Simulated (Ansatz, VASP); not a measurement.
# One calculation of CoNiSb, two programs

```
CELL_PARAMETERS angstrom
4.24327 0.00000 0.00000
-2.12164 3.67478 0.00000
0.00000 0.00000 5.38024
ATOMIC_POSITIONS crystal
Sb 0.33333 0.66667 0.25000
Sb 0.66667 0.33333 0.75000
Ni 0.33333 0.66667 0.75000
Ni 0.66667 0.33333 0.25000
Co 0.00000 0.00000 0.00000
Co 0.00000 0.00000 0.50000
```

The cell comes from a database or a generator and needn't be the stable form of this composition.

Alike in both runs: task single point; functional RPBE; k mesh 7 × 7 × 5; occupations gaussian, width 0.1 eV; collinear spin, ferromagnetic start.

|  | VASP | Ansatz |
| --- | --- | --- |
| version | VASP 6.6.1 | Ansatz 0.2.0 |
| potentials or method | VASP PAW PBE potentials, release 64 (Sb, Ni, Co) | Ansatz PAW |
| plane-wave cutoff (eV) | 500 | 420 |
| valence electrons in the cell | 48 | 100 |

|  | VASP | Ansatz | Ansatz less VASP |
| --- | --- | --- | --- |
| gap on the k mesh at the Fermi level (eV) | none | none | - |
| pressure (GPa) | 4.4 | 4.8 | +0.36 |
| largest component of the traceless stress (GPa) | 1.34 | 1.50 | +0.159 |
| net moment per atom (μB) | 0.32 | 0.32 | +0.006 |
| size of the moment on the site where the two differ most (μB) | 0.94 | 0.96 | +0.025 |

Site moments also hang on the region over which each program counts them. A gap of «none» marks a metal or a gap that the smearing closes. The two sets of potentials don't hold the same shells in valence.

Caveats: the PAW data sets were made with another functional, which shifts forces and pressure a little (VASP); the PAW data sets come from PBE, with cores solved anew for the run's functional, which leaves a small shift of forces and pressure (Ansatz). Spin-orbit coupling is left out, which matters for the levels of Sb.
